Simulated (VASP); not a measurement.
Given:

```xyz
2
Lattice="0.0000 2.3473 2.3473 2.3473 0.0000 2.3473 2.3473 2.3473 0.0000" Properties=species:S:1:pos:R:3 pbc="T T T"
Na     0.0000     0.0000     0.0000
F      2.3473     2.3473     2.3473
```

All values below come from PBE GGA, VASP's PBE PAW potentials (set 64) (plane waves; VASP). Numerical set-up: PREC = Normal, EDIFF = 1E-5, 450 eV cut-off, 11×11×11 Γ-centred mesh, Gaussian smearing of 0.050 eV, potentials Na_pv F.

At this cut-off the stress carries a Pulay error, which pulls relaxed volumes low.

Task: Predict the energy per atom (σ→0), pressure, band gap (on the k-mesh) with the smallest direct gap where there is one.

Result: 
```yaml
band gap (on the k-mesh): 6.09 eV
smallest direct gap (on the k-mesh): 6.09 eV
energy per atom (σ→0): -4.287 eV/atom
pressure: -2.17 GPa
```

The compound is NaF in the rock salt structure. It was relaxed first.
